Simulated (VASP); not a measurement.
Wanted: the native input for a VASP 6.6.1 run.

| Quantity | Value |
| --- | --- |
| Task | band structure |
| Functional | LMBJ |
| Potentials or basis | VASP PAW PBE potentials, release 64 (Li_GW, Mo_sv_GW) |
| Cutoff | 550 eV |
| k mesh | 11 × 11 × 6 |
| Occupations | methfessel-paxton, width 0.1 eV |
| Spin | no spin polarisation |
| Further INCAR settings | ALGO = All; EDIFF = 1e-06 |

The system is LiMo.

```
CELL_PARAMETERS angstrom
2.80096 0.00000 0.00000
-1.40048 2.42569 0.00000
0.00000 0.00000 5.24338
ATOMIC_POSITIONS crystal
Li 0.00000 0.00000 0.00000
Mo 0.33333 0.66667 0.50000
```

The cell was built by a generator and needn't be a form met in nature.

The cell isn't the ideal one: volume scaled by 1.15.

The input as run:

POSCAR

```
LiMo
1.0
    2.8009561128      0.0000000000      0.0000000000
   -1.4004780564      2.4256946687      0.0000000000
    0.0000000000      0.0000000000      5.2433823837
Li Mo
1 1
Direct
    0.0000000000      0.0000000000      0.0000000000
    0.3333300000      0.6666700000      0.5000000000
```

INCAR.step1

```
SYSTEM = LiMo
ALGO = Normal ; EDIFF = 1E-5
ENCUT = 550 ; GGA = PE
ISIF = 2 ; ISMEAR = 1
LASPH = .True. ; LCHARG = .False.
LMAXMIX = 4 ; LREAL = .False.
LWAVE = .True. ; NELM = 100
PREC = Accurate ; SIGMA = 0.1
```

INCAR.step2

```
SYSTEM = LiMo
ALGO = All ; EDIFF = 1E-6
ENCUT = 550 ; ISIF = 2
ISMEAR = 1 ; ISTART = 1
LASPH = .True. ; LCHARG = .False.
LMAXMIX = 4 ; LREAL = .False.
LWAVE = .False. ; METAGGA = LMBJ
NELM = 100 ; PREC = Accurate
SIGMA = 0.1
```

KPOINTS

```
k-points
0
Gamma
  11 11 6
  0 0 0
```

KPOINTS_OPT

```
path GMKGALHA,LM,KH
20
line-mode
reciprocal
 0.0000000000  0.0000000000  0.0000000000  G
 0.5000000000  0.0000000000  0.0000000000  M

 0.5000000000  0.0000000000  0.0000000000  M
 0.3333333333  0.3333333333  0.0000000000  K

 0.3333333333  0.3333333333  0.0000000000  K
 0.0000000000  0.0000000000  0.0000000000  G

 0.0000000000  0.0000000000  0.0000000000  G
 0.0000000000  0.0000000000  0.5000000000  A

 0.0000000000  0.0000000000  0.5000000000  A
 0.5000000000  0.0000000000  0.5000000000  L

 0.5000000000  0.0000000000  0.5000000000  L
 0.3333333333  0.3333333333  0.5000000000  H

 0.3333333333  0.3333333333  0.5000000000  H
 0.0000000000  0.0000000000  0.5000000000  A

 0.5000000000  0.0000000000  0.5000000000  L
 0.5000000000  0.0000000000  0.0000000000  M

 0.3333333333  0.3333333333  0.0000000000  K
 0.3333333333  0.3333333333  0.5000000000  H
```

Potentials or basis: VASP PAW PBE potentials, release 64 (Li_GW, Mo_sv_GW).

Launch:

```console
$ cat potpaw_PBE.64/Li_GW/POTCAR potpaw_PBE.64/Mo_sv_GW/POTCAR > POTCAR
$ cp INCAR.step1 INCAR
$ mpirun -np 1 vasp_std > vasp.out
$ cp INCAR.step2 INCAR
$ mpirun -np 1 vasp_std > vasp.out
```

It gave:

The band gap along the path is none (metal or under the smearing width).

It took 6.5 min on 1 thread of Intel(R) Xeon(R) Platinum 8488C (Sapphire Rapids), with other jobs on the host, peak memory 0.37 GiB.
